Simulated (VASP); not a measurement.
**ZrSi2: relaxation of cell and atoms with PBEsol**

Crystal: ZrSi2.

```xyz
6
Lattice="1.8530 -7.3675 0.0000 1.8530 7.3675 0.0000 0.0000 0.0000 3.6720" Properties=species:S:1:pos:R:3 pbc="T T T"
Zr    1.8530   -5.8144    0.9180
Zr    1.8530    5.8144    2.7540
Si    1.8530   -0.7692    0.9180
Si    1.8530    0.7692    2.7540
Si    1.8530    3.6896    0.9180
Si    1.8530   -3.6896    2.7540
```

* Program: VASP 6.6.1
* Task: relaxation of cell and atoms
* Functional: PBEsol
* Potentials or basis: VASP PAW PBE potentials, release 64 (Zr_sv, Si)
* Cutoff: 600 eV
* k mesh: 10 × 10 × 10
* Occupations: methfessel-paxton, width 0.1 eV
* Spin: no spin polarisation
* Further INCAR settings: ALGO = Normal; EDIFF = 1e-06; IBRION = 2; EDIFFG = -0.01; NSW = 90; ISIF = 3

| Item | Value |
| --- | --- |
| Relaxed volume | 16.33 Å³/atom |
| Relaxed cell | a = 7.514 Å, b = 7.514 Å, c = 3.658 Å, α = 90.00°, β = 90.00°, γ = 151.69° |
| Space group after relaxing (to 0.05 Å) | Cmcm (No. 63) |
| Energy gained by relaxing | 4.4 meV/atom |
| Ionic steps | 9 |
| Pressure after relaxing | 0.0 GPa |
| Largest force after relaxing | 0.005 eV/Å |
| Band gap on the k mesh | none (metal or under the smearing width) |

Forces on the atoms (eV/Å):
```
Zr   0.000  0.003  0.000
Zr   0.000 -0.003  0.000
Si   0.000  0.000  0.000
Si   0.000  0.000  0.000
Si   0.000 -0.005  0.000
Si   0.000  0.005  0.000
```

The path:
| step | energy change (eV) | largest force (eV/Å) | pressure (GPa) | volume (Å³) |
| --- | --- | --- | --- | --- |
| 1 | 0.0000 | 0.1978 | -2.70 | 100.26 |
| 2 | -0.0057 | 0.1669 | 2.92 | 96.23 |
| 3 | -0.0212 | 0.1807 | 0.23 | 98.06 |
| 4 | -0.0248 | 0.0779 | 0.04 | 98.08 |
| 5 | -0.0251 | 0.0364 | -0.03 | 98.08 |
| 6 | -0.0261 | 0.0213 | -0.03 | 98.04 |
| 7 | -0.0264 | 0.0093 | -0.03 | 98.01 |
| 8 | -0.0264 | 0.0099 | -0.03 | 98.01 |
| 9 | -0.0264 | 0.0051 | 0.05 | 97.95 |

Final structure:
```
CELL_PARAMETERS angstrom
1.83773 -7.28568 0.00000
1.83773 7.28568 0.00000
0.00000 0.00000 3.65787
ATOMIC_POSITIONS crystal
Zr 0.89529 0.10471 0.25000
Zr 0.10471 0.89529 0.75000
Si 0.55390 0.44610 0.25000
Si 0.44610 0.55390 0.75000
Si 0.25020 0.74980 0.25000
Si 0.74980 0.25020 0.75000
```

Levels at points of the mesh, in eV from the Fermi level:
```csv
k point,band 16,band 17,band 18,band 19,band 20,band 21,band 22,band 23,band 24
"(0.00, 0.00, 0.00)",-2.48,-2.40,-2.40,-2.33,0.01,1.09,1.36,1.46,1.60
"(0.50, 0.00, 0.00)",-2.62,-1.77,-1.58,-0.89,-0.49,-0.46,0.96,0.99,2.11
"(0.50, 0.50, 0.00)",-2.76,-2.70,-1.87,-1.48,0.41,0.99,1.16,1.46,1.73
"(0.00, 0.00, 0.50)",-2.50,-1.96,-1.96,-0.06,-0.06,0.21,0.21,1.60,1.60
"(0.50, 0.00, 0.50)",-3.81,-3.22,-3.22,-2.19,-2.19,2.22,2.22,3.16,3.16
"(0.50, 0.50, 0.50)",-3.00,-2.26,-2.26,-0.93,-0.93,0.11,0.11,2.33,2.33
```

Run time: 23 min on 2 MPI ranks on Intel(R) Xeon(R) Platinum 8488C (Sapphire Rapids), with other jobs on the host, peak memory 0.68 GiB a rank.

Caveat: the PAW data sets were made with another functional, which shifts forces and pressure a little.
